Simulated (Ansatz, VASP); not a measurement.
# Cross-check of Sn between VASP and Ansatz

One calculation is typed for both programs; each brings its own data sets and cutoff. How far apart do they land?

Calculated with Ansatz 0.2.0; plane waves, with VASP 6.6.1 beside it; relaxation of cell and atoms at PBEsol.

### 1. Set-up

It takes space group I4_1/amd (No. 141, tetragonal). Conventional cell: a = 5.832 Å, b = 5.832 Å, c = 3.182 Å, α = 90.00°, β = 90.00°, γ = 90.00°. Nearest to Sn lie 6 Sn at 3.02 to 3.18 Å.

As a file:

```xyz
2
Lattice="-2.9162 2.9162 1.5912 2.9162 -2.9162 1.5912 2.9162 2.9162 -1.5912" Properties=species:S:1:pos:R:3 pbc="T T T"
Sn    0.0000    2.9162    0.7956
Sn    0.0000    0.0000    0.0000
```

### 2. VASP: relaxation of cell and atoms, PBEsol

The relaxed volume is the usual yardstick between codes: its relative difference is about their pressure difference at one cell divided by the bulk modulus.

Lines of VASP's logs that name or quote its potential files are left out, and so is its time.

INCAR reads:

```
SYSTEM = Sn
PREC = Accurate
ENCUT = 520
EDIFF = 1E-07
NELM = 100
ISMEAR = 1
SIGMA = 0.15
LREAL = .FALSE.
ALGO = Normal
GGA = PS
NBANDS = 20
LORBIT = 11
LWAVE = .FALSE.
LCHARG = .FALSE.
KPAR = 4
IBRION = 2
NSW = 50
ISIF = 3
EDIFFG = -0.005
LASPH = .TRUE.
```

POSCAR reads:

```
Sn
1.0
   -2.9161500000      2.9161500000      1.5911500000
    2.9161500000     -2.9161500000      1.5911500000
    2.9161500000      2.9161500000     -1.5911500000
Sn
2
Direct
    0.7500000000      0.2500000000      0.5000000000
    0.0000000000      0.0000000000      0.0000000000
```

KPOINTS reads:

```
Automatic mesh
0
Gamma
18 18 18
0 0 0
```

Potentials, in the order of the species: Sn_d (PBE family, release 64).

Started as:

```bash
> mpirun -np 4 vasp_std
```

Numbers of over 12 decimals in the logs are rounded to 6 here.

What it wrote:

```text
[banner, memory and clock lines left out]
running    4 mpi-ranks, on    1 nodes
 distrk:  each k-point on    1 cores,    4 groups
 distr:  one band on    1 cores,    1 groups

 POSCAR found type information on POSCAR Sn
 POSCAR found :  1 types and       2 ions
|                                                                             |
|               ----> ADVICE to this user running VASP <----                  |
|                                                                             |
|     You enforced a specific xc type in the INCAR file but a different       |
|     [... a line on the potential file left out ...]
|     I HOPE YOU KNOW WHAT YOU ARE DOING!                                     |
|                                                                             |

 LDA part: xc-table for (Slater+PW92), standard interpolation
 POSCAR, INCAR and KPOINTS ok, starting setup
 FFT: planning ... GRIDC
 FFT: planning ... GRID_SOFT
 FFT: planning ... GRID
 WAVECAR not read
 entering main loop
       N       E                     dE             d eps       ncg     rms          rms(c)
DAV:   1     0.215653413384E+03    0.21565E+03   -0.14617E+04 19356   0.218E+03
DAV:   2     0.127942686677E+02   -0.20286E+03   -0.19945E+03 19300   0.454E+02
DAV:   3    -0.788928563732E+01   -0.20684E+02   -0.20486E+02 21692   0.137E+02
DAV:   4    -0.853523966957E+01   -0.64595E+00   -0.64531E+00 21864   0.266E+01
DAV:   5    -0.856189888793E+01   -0.26659E-01   -0.26658E-01 26480   0.506E+00    0.244E+00
DAV:   6    -0.852862512567E+01    0.33274E-01   -0.52128E-02 26208   0.338E+00    0.132E+00
DAV:   7    -0.851856863705E+01    0.10056E-01   -0.25873E-02 26132   0.236E+00    0.192E-01
DAV:   8    -0.851802272448E+01    0.54591E-03   -0.22546E-03 24156   0.677E-01    0.313E-02
DAV:   9    -0.851802810072E+01   -0.53762E-05   -0.65232E-05 26000   0.763E-02    0.134E-02
DAV:  10    -0.851802743745E+01    0.66327E-06   -0.53268E-06 24756   0.281E-02    0.140E-03
DAV:  11    -0.851802756952E+01   -0.13207E-06   -0.43390E-07 21984   0.850E-03    0.116E-03
DAV:  12    -0.851802740580E+01    0.16371E-06   -0.23577E-08 12884   0.181E-03    0.137E-04
DAV:  13    -0.851802740568E+01    0.12142E-09   -0.56310E-09 12248   0.914E-04
   1 F= -.85180274E+01 E0= -.85179200E+01  d E =-.851803E+01
[...]
2 F= -.85186742E+01 E0= -.85185738E+01  d E =-.646748E-03
[...]
3 F= -.85187297E+01 E0= -.85186281E+01  d E =-.702271E-03
[...]
4 F= -.85187729E+01 E0= -.85186623E+01  d E =-.431986E-04
 trial-energy change:   -0.000043  1 .order   -0.000043   -0.000060   -0.000026
 step:   1.6725(harm=  1.6725)  dis= 0.00000  next Energy=    -8.518782 (dE=-0.527E-04)
 bond charge predicted
       N       E                     dE             d eps       ncg     rms          rms(c)
DAV:   1    -0.851898606933E+01   -0.21321E-03   -0.52971E-03 22520   0.610E-01    0.698E-02
DAV:   2    -0.851885247911E+01    0.13359E-03   -0.27939E-04 22632   0.278E-01    0.425E-02
DAV:   3    -0.851878166151E+01    0.70818E-04   -0.14618E-04 27096   0.177E-01    0.586E-03
DAV:   4    -0.851878329916E+01   -0.16376E-05   -0.26886E-05 21076   0.592E-02    0.315E-03
DAV:   5    -0.851878305784E+01    0.24132E-06   -0.84953E-07 25180   0.132E-02    0.956E-04
DAV:   6    -0.851878306773E+01   -0.98948E-08   -0.41206E-08 11460   0.290E-03
   5 F= -.85187831E+01 E0= -.85186657E+01  d E =-.533914E-04
 curvature:  -0.86 expect dE=-0.359E-06 dE for cont linesearch -0.685E-08
 trial: gam=-0.01703 g(F)=  0.133E-49 g(S)=  0.417E-06 ort = 0.718E-06 (trialstep = 0.110E+01)
 search vector abs. value=  0.411E-06
 reached required accuracy - stopping structural energy minimisation
```

OUTCAR, selected parts (step 2):

```text
ion  position               nearest neighbor table
   1  0.750  0.250  0.500-   2 3.02   2 3.02   2 3.02   2 3.02
   2  0.000  0.000  0.000-   1 3.02   1 3.02   1 3.02   1 3.02

  LATTYP: Found a body centered tetragonal cell.
 ALAT       =     5.8323000000
 C/A-ratio  =     0.5456337980

 Subroutine GETGRP returns: Found 16 space group operations
 (whereof  8 operations were pure point group operations)

The static configuration has the point symmetry D_2d.
 The point group associated with its full space group is D_4h.

 Found    480 irreducible k-points:

   k-points           NKPTS =    480   k-points in BZ     NKDIM =    480   number of bands    NBANDS=     20

   dimension x,y,z NGX =    36 NGY =   36 NGZ =   36
   dimension x,y,z NGXF=    72 NGYF=   72 NGZF=   72

   ENCUT  =  520.0 eV  38.22 Ry    6.18 a.u.   8.22  8.22  8.22*2*pi/ulx,y,z

   NELECT =      28.0000    total number of electrons

 k-points in reciprocal lattice and weights: Automatic mesh
   0.00000000  0.00000000  0.00000000       0.000
   0.05555556 -0.00000000  0.00000000       0.001
   0.11111111 -0.00000000  0.00000000       0.001
   0.16666667 -0.00000000  0.00000000       0.001
   0.22222222  0.00000000 -0.00000000       0.001
   0.27777778 -0.00000000  0.00000000       0.001
   0.33333333 -0.00000000  0.00000000       0.001
   0.38888889 -0.00000000  0.00000000       0.001
   0.44444444  0.00000000 -0.00000000       0.001
[...]
-0.44444444 -0.44444444  0.44444444       0.000
   0.50000000  0.50000000  0.50000000       0.000

 average (electrostatic) potential at core
       1 -98.7782       2 -98.7782

 E-fermi :   7.9388

 k-point     1 :       0.0000    0.0000    0.0000
  band No.  band energies     occupation
    ...
     10     -13.1014      2.00000
     11      -3.2826      2.00000
     12       4.2988      2.00000
     13       5.9300      2.00000
     14       5.9300      2.00000
     15      10.8750     -0.00000
     16      14.1961      0.00000
     17      14.1961      0.00000
     18      14.9022      0.00000
     19      15.0005      0.00000
    ...

 k-point     2 :       0.0556   -0.0000    0.0000
  band No.  band energies     occupation
    ...
     10     -13.1036      2.00000
     11      -3.2206      2.00000
     12       4.1935      2.00000
     13       5.9347      2.00000
     14       6.1537      2.00000
     15      10.9805      0.00000
     16      13.8800      0.00000
     17      14.2001      0.00000
     18      14.3903      0.00000
     19      14.4293      0.00000
    ...

 k-point     3 :       0.1111   -0.0000    0.0000
  band No.  band energies     occupation
    ...
     10     -13.1098      2.00000
     11      -3.0346      2.00000
     12       3.9930      2.00000
     13       5.9538      2.00000
     14       6.7053      2.00000
     15      11.2886      0.00000
     16      12.7591      0.00000
     17      13.1832      0.00000
     18      13.7100      0.00000
     19      14.1483      0.00000
    ...

  Total        0.0024767      0.0024767      0.0022364      0.0000000      0.0000000      0.0000000
  in kB        0.0739201      0.0739201      0.0667476      0.0000000      0.0000000      0.0000000
  external PRESSURE =       0.0715292 kB  Pullay stress =       0.0000000 kB

  energy-cutoff  :      520.00
  volume of cell :       53.68
      direct lattice vectors                 reciprocal lattice vectors
    -2.912306713  2.912306713  1.582280064     0.000000000  0.171685214  0.315999684
     2.912306713 -2.912306713  1.582280064     0.171685214  0.000000000  0.315999684
     2.912306713  2.912306713 -1.582280064     0.171685214  0.171685214  0.000000000

 POSITION                                       TOTAL-FORCE (eV/Angst)
 -----------------------------------------------------------------------------------
     -0.00000      2.91231      0.79114         0.000000     -0.000000      0.000000
      0.00000      0.00000      0.00000        -0.000000      0.000000     -0.000000
 -----------------------------------------------------------------------------------
    total drift:                               -0.000000      0.000000     -0.000000

  FREE ENERGIE OF THE ION-ELECTRON SYSTEM (eV)
  ---------------------------------------------------
  free  energy   TOTEN  =        -8.5187830677 eV

  energy  without entropy=       -8.5184310312  energy(sigma->0) =       -8.51866572

 reached required accuracy - stopping structural energy minimisation

 total charge
# of ion       s       p       d       tot
------------------------------------------
    1        1.230   1.022   9.979  12.231
    2        1.230   1.022   9.979  12.231
--------------------------------------------------
tot          2.460   2.044  19.958  24.462

[... 3 further parts left out ...]
```

CONTCAR:

```
Sn
   1.00000000000000
    -2.9123067133194245    2.9123067133194245    1.5822800635320167
     2.9123067133194245   -2.9123067133194245    1.5822800635320167
     2.9123067133194245    2.9123067133194245   -1.5822800635320167
  Sn
     2
Direct
     0.7500000000000000    0.2500000000000000    0.5000000000000000
     0.0000000000000000    0.0000000000000000    0.0000000000000000
```

The run keeps the 16 symmetry operations of its start, so it cannot find a distortion of lower symmetry.

### 3. Ansatz: relaxation of cell and atoms, PBEsol

Ansatz runs on its default PAW (the set named soft_2) files.

The same cell, functional, mesh and smearing now go to Ansatz, which takes its cutoff from its data sets.

input.yaml reads:

```yaml
crystal:
  lattice:
    - [-2.91615, 2.91615, 1.59115]
    - [2.91615, -2.91615, 1.59115]
    - [2.91615, 2.91615, -1.59115]
  atoms:
    - { symbol: Sn, position: [0.75, 0.25, 0.5] }
    - { symbol: Sn, position: [0.0, 0.0, 0.0] }
hamiltonian:
  xc: pbesol
  pseudopotentials: { kind: paw }
kpoints:
  mp_grid: { grid: [18, 18, 18] }
scf:
  occupations: { method: methfessel_paxton, width: 0.15 }
relax:
  f_tol: 0.01
  max_steps: 60
  cell: { stress_tol: 0.05 }
output:
  forces: true
  stress: true
```

Started as:

```bash
> ansatz run input.yaml --threads 4 --pin off --max-ram 9216MiB --backend cpu --events-out ev --progress --plain --runs-dir out
```

What it wrote:

```text
Engine: ansatz 0.2.0, aarch64-unknown-linux-gnu
Pseudopotentials: kind: paw
Pseudopotential: Sn, paw, valence charge 14, recommended cutoff 420 eV (normal), Sn.paw.azcp
Functional definition: PBEsol
  exchange = pbesol_x
  correlation = pbesol_c
Crystal: 2 atoms, lattice volume = 54.124 Å³
Basis set: ecut = 420 eV, 1061 PW (Γ), exchange–correlation on 60×60×60 points (8 copies of the dense FFT grid, shifted against one another)
Bands: 18, of which v1, the nominal top of the filled ones, is band 14 counted from 1 (13 counted from 0)
Symmetry: 16 space group operations
Space group: I41/amd (ITA 141), of the structure as read, at distance tolerance 3.8e-5 Å
k-points: 480 of 5832
Non-local potential: Sn, projectors of the file, l = 0: 2, l = 1: 2, l = 2: 2, l = 3: 2
PAW form: soft (Blöchl's): semilocal exchange-correlation on the pseudo side does not see the compensation charge
PAW frozen core: Sn, regenerated for the run's functional, and the local potential with it (the file was generated under x = pbe(κ = 0.804, μ = 0.219515), c = pbe(β = 0.066725))
PAW one-centre angular grid: Sn, 590 points (default); XC on 64 Gauss nodes
Initial density: superposition of atomic densities (neutral atoms: chi_scale 0, normalization atom), corrected by the library's trained network
Initial wavefunctions: pseudopotential atomic-orbital guess
Functional: x = pbesol(κ = 0.804, μ = 0.123457), c = pbesol(β = 0.046)
SCF iter   1: F=—  HF=-11899.564175 eV  |F-HF|=—  |Δ(HF+E_count)|=         —  Δρ=2.49e-3  dr2=2.36e-3  ethr=1.77e-3  ⟨swp⟩=5.4  Hψ=42023  notcnv=0
preconditioner: auto → Kerker (q_TF=auto, 2.444 Å⁻¹)  [metal: Δε(μ)=0.017 eV  Ē_g=20.150 eV  σ=0.150 eV  W_gap=0.10  n_scr=16 (ndim 8)  ℏωp=26.7 eV  f_vac=0.000  D(μ)=1.03/eV (n_scr^D=4)]
SCF iter   2: F=—  HF=-11899.561256 eV  |F-HF|=—  |Δ(HF+E_count)|=   2.92e-3  S|Δr|=    0.00e0  Δρ=1.58e-3  dr2=9.78e-4  ethr=8.42e-6  ⟨swp⟩=2.3  Hψ=17534  notcnv=0
SCF iter   3: F=—  HF=-11899.560991 eV  |F-HF|=—  |Δ(HF+E_count)|=   2.66e-4  S|Δr|=    0.00e0  Δρ=7.25e-4  dr2=1.52e-4  ethr=3.49e-6  ⟨swp⟩=2.0  Hψ=15336  notcnv=0
SCF iter   4: F=—  HF=-11899.560874 eV  |F-HF|=—  |Δ(HF+E_count)|=   1.17e-4  S|Δr|=    0.00e0  Δρ=3.26e-4  dr2=4.33e-5  ethr=5.41e-7  ⟨swp⟩=2.0  Hψ=15337  notcnv=0
SCF iter   5: F=—  HF=-11899.560859 eV  |F-HF|=—  |Δ(HF+E_count)|=   1.49e-5  S|Δr|=    0.00e0  Δρ=1.94e-4  dr2=1.51e-5  ethr=1.55e-7  ⟨swp⟩=2.0  Hψ=14341  notcnv=0
SCF iter   6: F=—  HF=-11899.560851 eV  |F-HF|=—  |Δ(HF+E_count)|=   7.38e-6  S|Δr|=    0.00e0  Δρ=6.96e-5  dr2=1.80e-6  ethr=5.39e-8  ⟨swp⟩=2.1  Hψ=13460  notcnv=0
SCF iter   7: F=-11899.560850 eV  HF=-11899.560850 eV  |F-HF|=1.02e-7  |Δ(HF+E_count)|=   9.54e-7  S|Δr|=    0.00e0  Δρ=1.68e-5  dr2=8.26e-8  ethr=3.57e-10  ⟨swp⟩=3.7  Hψ=39788  notcnv=0
SCF 1 converged in 7 iterations: F = -11899.560850 eV  dr2 = 8.26e-8
  greatest PAW one-centre occupation: 0.991 electrons in one spin orbital (limit 2), on the Sn atom at site 1 (counted from 0), in its partial waves of l = 2
relax step   1: F+E_penalty+E_count = -11899.56085036 eV  Δ(F+E_penalty+E_count) = +0.000e0 eV  max|allowed force component| = 6.939e-18 eV/Å  Δτ_max = 0.0000 Å  P = -0.389 GPa  Ω = 54.124 Å³  (7 SCF iters, dr2 threshold 1.00e-7 eV, accepted)
[...]
relax step   2: F+E_penalty+E_count = -11899.56146835 eV  Δ(F+E_penalty+E_count) = -6.180e-4 eV  max|allowed force component| = 8.674e-19 eV/Å  Δτ_max = 0.0000 Å  P = +0.173 GPa  Ω = 53.574 Å³  energy of the carried Pulay correction = +1.129e-4 eV  (4 SCF iters, dr2 threshold 2.00e-7 eV, accepted)
[...]
relax step   3: F+E_penalty+E_count = -11899.56153458 eV  Δ(F+E_penalty+E_count) = -6.623e-5 eV  max|allowed force component| = 6.939e-18 eV/Å  Δτ_max = 0.0000 Å  P = +0.010 GPa  Ω = 53.728 Å³  energy of the carried Pulay correction = +8.118e-5 eV  (3 SCF iters, dr2 threshold 1.09e-7 eV, accepted)
[...]
relax step   4: F+E_penalty+E_count = -11899.56145265 eV  Δ(F+E_penalty+E_count) = +8.192e-5 eV  max|allowed force component| = 8.674e-19 eV/Å  Δτ_max = 0.0000 Å  P = +0.010 GPa  Ω = 53.728 Å³  stress off target by 3.33e-2 GPa  SCF on the basis re-selected at this cell (its energy is not comparable with the rows above)  (5 SCF iters)
basis re-selected at this cell: Δ(F+E_penalty+E_count) = +8.192e-5 eV, ΔP = -0.000 GPa vs the last step (what re-selecting the basis moved, of the pressure what is left beyond the Pulay correction that the steps carried, after the strain that the cell walked since its last selection, with what the two solves' SCF thresholds leave and, on support functions, any second-order correction that the steps lacked; it is no m [...]
SCF converged after 5 iterations
Stability not checked: this state was not tested for a lower state beside it, because cold or Methfessel-Paxton smearing, or corrected tetrahedra, fill the levels in a way that the test cannot read (fill_not_monotonic; see scf.lower_state_search)
Free energy (F): -11899.561453 eV
Harris-Foulkes:  -11899.561453 eV  (|F-HF|=3.64e-12)
Internal energy: -11899.561113 eV  (E = F + TS)
E sigma→0 (E₀):  -11899.561368 eV
Entropy (-TS):   -0.000340 eV (-0.170 meV/atom)
Fermi energy:    10.721536 eV
--- Per-component energies (eV) ---
  E_band       = -163.003602
  E_kinetic    = 374.515107
  E_local      = -1689.279381  (includes V_loc(G=0)·N_el)
  E_nonlocal   = -61.114905
  E_hartree    = 1058.075874
  E_xc         = -758.973788
  E_vxc        = -194.440899  (∫ρ·V_xc dr)
  E_paw        = -8129.836472  (= ΣΔE_a)
  E_vpaw       = -708.835347  (= ΣTr[D̂ρ^β])
  E_aug_tail   = -0.000001  (compensation charges beyond the density's cutoff)
  E_ewald      = -2693.517227
  E_core_change = 0.569680  (= ΣΔE_core)
  E_smearing   = -0.000340  (= −TS)
  E_closure    = 0.000000  (closes the sum)
  Σ components = -11899.561453   (vs F -11899.561453, Δ=0.00e0)
--- Forces (eV/Å), atoms counted from 1 ---
  atom   1  Sn    -0.00000000     0.00000000     0.00000000
  atom   2  Sn     0.00000000     0.00000000     0.00000000
  max |Σ_I F_I| component: 1.73e-18 eV/Å
--- Stress (GPa, compression-positive) ---
        0.030992       0.000000       0.000000
        0.000000       0.030992      -0.000000
       -0.000000       0.000000      -0.033264
  P = ⅓ Tr σ = 0.0096 GPa (0.096 kbar)
--- Relaxed structure (3 steps of the walk, 3 accepted, 1 SCFs on fresh bases) ---
  F+E_penalty+E_count = -11899.56145265 eV   max|allowed force component| = 8.674e-19 eV/Å   (the final SCF, on the basis selected at the relaxed cell)
  cell:  # Å, volume = 53.7277 Å³
    - [-2.912340, 2.912340, 1.583631]
    - [2.912340, -2.912340, 1.583631]
    - [2.912340, 2.912340, -1.583631]
  atoms:
    - { symbol: Sn, position: [0.75, 0.25, 0.5] }
    - { symbol: Sn, position: [0.0, 0.0, 0.0] }
```

Run time: 20 s. Hardware: 4 threads of Arm Neoverse V1, shared host; peak memory 0.67 GiB; 79 s of CPU time.

### 4. Side by side

Known differences besides the potentials themselves: both relaxations stop at a tolerance, which leaves soft axes loose, and VASP keeps its plane-wave basis; the cutoff is 420 eV in Ansatz and 520 eV in VASP; Ansatz makes its cores anew for this functional, VASP keeps those of its PBE data sets; Ansatz adds a Pulay correction to the stress that steers its cell, VASP none. Total energies have different zeros and are not compared.

The two programs side by side:

```
                                         quantity  Ansatz   VASP  difference
                                      volume (Å³)   53.73  53.68     +0.09 %
edge a after relaxation, in the typed setting (Å)   4.413  4.412     +0.01 %
```

The walks stopped with 0.01 GPa left in Ansatz and 0.01 GPa in VASP; each walk ends within a tolerance, so the volume difference is uncertain by about these residues over the bulk modulus, most in soft cells.

### 5. Results

```json
{
  "difference in volume (relaxation of cell and atoms, PBEsol)": "0.088 %"
}
```

The difference in volume is 0.088 % (relaxation of cell and atoms, PBEsol), within the 1.2 % picked in this series as the mark of a large difference, as far as the stopping tolerances let one tell. Such differences can come from data sets, numerical settings and the points named under the comparisons, not from the functional's error against experiment.

[Lines on the potential files, build, host, timing and source positions are cut from VASP's logs without a mark.]

[Logs are printed without paths, hosts, clocks, repeated set-up lines and the standing remarks that a program may print on its own settings, such as how far it seeks lower states.]

[Hosts, paths, dates, database ids (printed as entryN), source tags and the programs' standing remarks are cut or masked in the printed files.]
